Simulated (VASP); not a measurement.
A convergence study with VASP on Rh (fcc): one setting is varied, all else stays as given below, so the limit is that of these other settings. The cell's lengths are 1 % over those of the tabulated start, so it is off equilibrium.

```
Rh
1.0
    0.00000     1.91900     1.91900
    1.91900     0.00000     1.91900
    1.91900     1.91900     0.00000
Rh
1
Cartesian
  0.00000   0.00000   0.00000
```

Level of theory: PBEsol GGA, VASP's PBE PAW potentials (set 64) (plane waves; VASP). The tightest run used: 1000 eV cut-off, 18×18×18 Γ-centred mesh, first-order Methfessel-Paxton smearing of 0.10 eV, potentials Rh_pv.

Task: The settings run are ENCUT = 150; ENCUT = 200; ENCUT = 250; ENCUT = 300; ENCUT = 350; ENCUT = 400; ENCUT = 450; ENCUT = 500; ENCUT = 550; ENCUT = 600; ENCUT = 650; ENCUT = 700; ENCUT = 750; ENCUT = 800; ENCUT = 850; ENCUT = 1000. From which on does the stress (every component) stay within 0.1 GPa of the tightest run?

Result: From ENCUT = 650 on: it is off by 0.08 there and by no more than 0.1 in any finer run, while ENCUT = 600 is off by 0.18.
```json
[
 {"setting": "ENCUT = 150", "E (eV/atom)": "-2.2923", "pressure (GPa)": "-878.09", "plane waves": "64", "difference judged (GPa)": "865.97"},
 {"setting": "ENCUT = 200", "E (eV/atom)": "-7.6282", "pressure (GPa)": "-143.89", "plane waves": "100", "difference judged (GPa)": "131.77"},
 {"setting": "ENCUT = 250", "E (eV/atom)": "-8.1052", "pressure (GPa)": "-21.16", "plane waves": "138", "difference judged (GPa)": "9.04"},
 {"setting": "ENCUT = 300", "E (eV/atom)": "-8.1254", "pressure (GPa)": "-12.58", "plane waves": "175", "difference judged (GPa)": "0.46"},
 {"setting": "ENCUT = 350", "E (eV/atom)": "-8.1141", "pressure (GPa)": "-14.16", "plane waves": "222", "difference judged (GPa)": "2.03"},
 {"setting": "ENCUT = 400", "E (eV/atom)": "-8.1126", "pressure (GPa)": "-13.31", "plane waves": "271", "difference judged (GPa)": "1.19"},
 {"setting": "ENCUT = 450", "E (eV/atom)": "-8.1127", "pressure (GPa)": "-12.30", "plane waves": "331", "difference judged (GPa)": "0.18"},
 {"setting": "ENCUT = 500", "E (eV/atom)": "-8.1129", "pressure (GPa)": "-12.13", "plane waves": "370", "difference judged (GPa)": "0.01"},
 {"setting": "ENCUT = 550", "E (eV/atom)": "-8.1129", "pressure (GPa)": "-12.27", "plane waves": "432", "difference judged (GPa)": "0.15"},
 {"setting": "ENCUT = 600", "E (eV/atom)": "-8.1133", "pressure (GPa)": "-12.30", "plane waves": "495", "difference judged (GPa)": "0.18"},
 {"setting": "ENCUT = 650", "E (eV/atom)": "-8.1134", "pressure (GPa)": "-12.20", "plane waves": "544", "difference judged (GPa)": "0.08"},
 {"setting": "ENCUT = 700", "E (eV/atom)": "-8.1135", "pressure (GPa)": "-12.11", "plane waves": "609", "difference judged (GPa)": "0.01"},
 {"setting": "ENCUT = 750", "E (eV/atom)": "-8.1135", "pressure (GPa)": "-12.09", "plane waves": "680", "difference judged (GPa)": "0.03"},
 {"setting": "ENCUT = 800", "E (eV/atom)": "-8.1135", "pressure (GPa)": "-12.10", "plane waves": "745", "difference judged (GPa)": "0.02"},
 {"setting": "ENCUT = 850", "E (eV/atom)": "-8.1136", "pressure (GPa)": "-12.12", "plane waves": "821", "difference judged (GPa)": "0.00"},
 {"setting": "ENCUT = 1000", "E (eV/atom)": "-8.1133", "pressure (GPa)": "-12.12", "plane waves": "1032", "difference judged (GPa)": "0.00"}
]
```

Left out are rungs that failed or repeat a setting and relaxations that didn't move; long series are thinned to 24 rows.

The compound is Rh in the fcc structure. The cell was not relaxed at this level.
